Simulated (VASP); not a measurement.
The input files of a VASP run:

### INCAR
```
GGA  =  RE   ! revPBE
PREC  =  Accurate
LREAL  =  .False.   ! projection in real space or not
SYSTEM  =  Mg3Sb2
NEDOS  =  601   ! DOS grid
NELM  =  100
ISMEAR  =  -5   ! tetrahedra, Bloechl
EDIFF  =  1E-7   ! SCF stop (eV)
LCHARG  =  .True.
LEFG  =  .True.
LASPH  =  .True.
ENCUT  =  520   ! plane-wave cut-off (eV)
LORBIT  =  11   ! lm-projected
ALGO  =  Normal   ! blocked Davidson
ISIF  =  2   ! forces and stress, cell fixed
LMAXMIX  =  4   ! l cut-off of mixed one-centre charges
LWAVE  =  .False.
```

### POSCAR
```
Mg3Sb2
1
    2.3186286670    -4.0159828219    -0.0000000000
    2.3186286670     4.0159828219     0.0000000000
    0.0000000000     0.0000000000     7.3099470551
Mg Sb
3 2
Direct
  1.0000000000   0.0000000000   0.0000000000
  0.3333330000   0.6666670000   0.6336682870
  0.6666670000   0.3333330000   0.3663317130
  0.3333330000   0.6666670000   0.2268653524
  0.6666670000   0.3333330000   0.7731346476
```

**KPOINTS**
```
Automatic mesh
0
gamma
 6 6 4
```

POTCAR, in this order: Mg Sb (PBE.64 set). Program: vasp_std.

Question: Write an equivalent input for Quantum ESPRESSO's pw.x.

Answer: One equivalent input (not run):
```
&CONTROL
  calculation = 'scf'
  pseudo_dir = './pseudo'
  outdir = './out'
  tprnfor = .true.
  tstress = .true.
/
&SYSTEM
  ibrav = 0
  nat = 5
  ntyp = 2
  ecutwfc = 84
  occupations = 'tetrahedra'
  input_dft = 'revpbe'
/
&ELECTRONS
  conv_thr = 7.3e-09
  electron_maxstep = 100
/
ATOMIC_SPECIES
  Mg 24.305 Mg.upf
  Sb 121.760 Sb.upf
CELL_PARAMETERS angstrom
     2.3186287   -4.0159828   -0.0000000
     2.3186287    4.0159828    0.0000000
     0.0000000    0.0000000    7.3099471
ATOMIC_POSITIONS crystal
  Mg   1.0000000  0.0000000  0.0000000
  Mg   0.3333330  0.6666670  0.6336683
  Mg   0.6666670  0.3333330  0.3663317
  Sb   0.3333330  0.6666670  0.2268654
  Sb   0.6666670  0.3333330  0.7731346
K_POINTS automatic
  6 6 4 0 0 0
```
What does not carry over: the potentials are each code's own (VASP's PAW set, PseudoDojo norm-conserving files in pw.x), so ENCUT and ecutwfc are chosen apart and not converted; conv_thr bounds pw.x's estimated SCF error, while EDIFF bounds the energy change between steps; the field gradients of LEFG aren't asked of the other code.

The compound is Mg3Sb2 in the a-la2o3 structure. It was relaxed first.
